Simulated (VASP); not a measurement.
Ni:

```
Ni
1.0
     0.00000    1.76194    1.76194
     1.76194    0.00000    1.76194
     1.76194    1.76194    0.00000
Ni
1
Direct
  0.00000 0.00000 0.00000
```

- Program: VASP 6.6.1
- Task: relaxation of cell and atoms
- Functional: r2SCAN
- Potentials or basis: VASP PAW PBE potentials, release 64 (Ni)
- Cutoff: 600 eV
- k mesh: 22 × 22 × 22
- Occupations: methfessel-paxton, width 0.1 eV
- Spin: collinear spin, ferromagnetic start
- Starting moments: [0.7] μB

At the start: pressure -7.5 GPa; volume 10.94 Å³/atom.

Problem. How do energy, volume and symmetry change on relaxing?

Solution. Over 3 steps the energy falls by 10.1 meV/atom and the volume is 10.53 Å³/atom (-3.8 %); space group Fm-3m (No. 225, to 0.05 Å); moment 0.73 μB per cell.

The path:
```csv
step,energy change (eV),largest force (eV/Å),pressure (GPa),volume (Å³)
1,0.0000,0.0000,-7.52,10.94
2,-0.0006,0.0000,8.38,10.15
3,-0.0101,0.0000,-0.10,10.53
```

Final structure:
```yaml
crystal:
  lattice:
    - [0.00000, 1.73945, 1.73945]
    - [1.73945, 0.00000, 1.73945]
    - [1.73945, 1.73945, 0.00000]
  atoms:
    - { symbol: Ni, position: [0.00000, 0.00000, 0.00000] }
```

Caveat: the PAW data sets were made with another functional, which shifts forces and pressure a little.
